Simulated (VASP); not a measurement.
The input files of a VASP run:

KPOINTS:
```
Automatic
0
gamma
10 10 6
0 0 0
```

**INCAR**
```
SYSTEM  =  MgO
PREC  =  Accurate; ENCUT  =  520; LREAL  =  F
LASPH  =  T
EDIFF  =  1E-7; NELM  =  100; ALGO  =  Normal
ISMEAR  =  -5
GGA  =  PS
ISIF  =  2
LWAVE  =  F; LCHARG  =  T; LORBIT  =  11
NEDOS  =  601
```

**POSCAR**
```
MgO
1
    3.3001035205     0.0000000000     0.0000000000
   -1.6500517602     2.8579731762     0.0000000000
    0.0000000000     0.0000000000     5.0122675511
Mg O
2 2
Direct
  0.3333330000   0.6666670000   0.9888744474
  0.6666670000   0.3333330000   0.4888744474
  0.3333330000   0.6666670000   0.3861255526
  0.6666670000   0.3333330000   0.8861255526
```

POTCAR, in this order: Mg O (PBE.64 set). Program: vasp_std.

**Question.** Translate this PBEsol calculation to Ansatz.

**Answer.** One equivalent input (not run):
Ansatz 0.2 input:
```yaml
crystal:
  lattice:
    - [3.3001035, 0.0000000, 0.0000000]
    - [-1.6500518, 2.8579732, 0.0000000]
    - [0.0000000, 0.0000000, 5.0122676]
  atoms:
    - { symbol: Mg, position: [0.3333330, 0.6666670, 0.9888744] }
    - { symbol: Mg, position: [0.6666670, 0.3333330, 0.4888744] }
    - { symbol: O, position: [0.3333330, 0.6666670, 0.3861256] }
    - { symbol: O, position: [0.6666670, 0.3333330, 0.8861256] }
kpoints:
  mp_grid: { grid: [10, 10, 6] }
hamiltonian:
  xc: pbesol
  pseudopotentials: { kind: paw }
scf:
  occupations: { method: tetrahedron }
  max_iter: 100
output: { forces: true, stress: true, eigenvalues: true }
```
The two are equivalent in intent, not identical: each code has its own PAW files, so the cut-off isn't converted (ENCUT is set for VASP's; basis.ecutwfc is left out, and Ansatz then takes the one that its files recommend); Ansatz stops its SCF on the density residual and VASP on the energy change (EDIFF).

The structure was generated: MgO was put into the wurtzite type (P6_3mc), which need not be its known phase. It was relaxed first, which changed the volume by -13 %.
